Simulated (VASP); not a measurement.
Level of theory: revTPSS meta-GGA, VASP's PBE PAW potentials (set 64) (plane waves; VASP).

Input for VASP

**POSCAR**
```
SrTiO3
1
    3.9670473458     0.0000000000     0.0000000000
    0.0000000000     3.9670473458     0.0000000000
    0.0000000000     0.0000000000     3.9670473458
Sr Ti O
1 1 3
Direct
  0.0000000000   0.0000000000   0.0000000000
  0.5000000000   0.5000000000   0.5000000000
  0.5000000000   0.0000000000   0.5000000000
  0.0000000000   0.5000000000   0.5000000000
  0.5000000000   0.5000000000   0.0000000000
```

**INCAR**
```
ALGO = Normal
EDIFF = 1E-7
ENCUT = 520
ISIF = 2
ISMEAR = 0
LASPH = .TRUE.
LCHARG = .FALSE.
LMAXMIX = 4
LMIXTAU = .TRUE.
LREAL = .FALSE.
LWAVE = .FALSE.
METAGGA = RTPSS
NELM = 100
PREC = Accurate
SIGMA = 0.05
SYSTEM = SrTiO3
```

### KPOINTS
```
Automatic mesh
0
Gamma
6 6 6
0 0 0
```

POTCAR, in this order: Sr_sv Ti_sv O (PBE.64 set). Program: vasp_std.

**Question.** What does the run give for the energy per atom (σ→0), pressure, band gap (on the k-mesh)?

**Answer.** 
```json
{
 "energy per atom (σ→0)": "-6.957 eV/atom",
 "band gap (on the k-mesh)": "1.86 eV",
 "pressure": "-49.5 kbar"
}
```

OSZICAR:
```
...
DAV:  18    -0.347864122884E+02    0.38466E-04   -0.14246E-05  1256   0.379E-02    0.351E-02
DAV:  19    -0.347864673092E+02   -0.55021E-04   -0.10958E-04  1152   0.802E-02    0.287E-03
DAV:  20    -0.347864678357E+02   -0.52646E-06   -0.39109E-06  1256   0.187E-02    0.294E-03
DAV:  21    -0.347864686476E+02   -0.81195E-06   -0.26304E-06  1368   0.983E-03    0.266E-03
DAV:  22    -0.347864684311E+02    0.21653E-06   -0.14087E-07   792   0.378E-03    0.167E-03
DAV:  23    -0.347864685815E+02   -0.15036E-06   -0.93236E-08   624   0.239E-03    0.129E-03
DAV:  24    -0.347864685736E+02    0.78576E-08   -0.46682E-08   552   0.181E-03
   1 F= -.34786469E+02 E0= -.34786469E+02  d E =-.199354E-21
```

The compound is SrTiO3 in the cubic perovskite structure, the ideal cubic form; the compound distorts at low or room temperature. This cell is one point of a volume scan, at 1.03 of the reference volume.
